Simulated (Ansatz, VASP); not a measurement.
AgRh in VASP and in Ansatz

```xyz
2
Lattice="2.7589 0.0000 0.0000 -1.3795 2.3893 0.0000 0.0000 0.0000 4.7763" Properties=species:S:1:pos:R:3 pbc="T T T"
Ag    0.0000    0.0000    2.3882
Rh    1.3795    0.7964    0.0000
```

The cell comes from a database or a generator and needn't be the stable form of this composition.

Alike in both runs: task single point; functional PBE; k mesh 11 × 11 × 6; occupations fermi-dirac, width 0.05 eV; no spin polarisation.

|  | VASP | Ansatz |
| --- | --- | --- |
| version | VASP 6.6.1 | Ansatz 0.2.0 |
| potentials or method | VASP PAW PBE potentials, release 64 (Ag, Rh_pv) | JTH PAW |
| plane-wave cutoff (eV) | 520 | 2100 |
| valence electrons in the cell | 26 | 28 |

Ansatz gave:

```
gap on the k mesh at the Fermi level (eV)       : none
pressure (GPa)                                  : 0.9
largest component of the traceless stress (GPa) : 0.83
```

Estimate VASP's values.

gap on the k mesh at the Fermi level (eV): none; pressure (GPa): 0.7; largest component of the traceless stress (GPa): 0.90.

A gap of «none» marks a metal or a gap that the smearing closes. The two sets of potentials don't hold the same shells in valence.
